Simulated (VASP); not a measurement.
Data:

```
WS2
1.0
    3.19288     0.00000     0.00000
   -1.59644     2.76512     0.00000
    0.00000     0.00000    25.72623
W S
2 4
Direct
  0.66667   0.33333   0.37823
  0.33333   0.66667   0.62177
  0.33333   0.66667   0.43958
  0.33333   0.66667   0.31692
  0.66667   0.33333   0.68308
  0.66667   0.33333   0.56042
```

Calculation: optB88-vdW, VASP's PBE PAW potentials (set 64) (plane waves; VASP 6.6.1). Run with PREC = Normal, 400 eV cut-off, 12×12×1 Γ-centred mesh, Gaussian smearing of 0.050 eV, potentials W_sv S.

Estimate the energy per atom (σ→0).

```
Property                       Result
---------------------  --------------
energy per atom (σ→0)  -5.740 eV/atom
```

The cell is a sheet with vacuum, built from WS2 (2H layered).
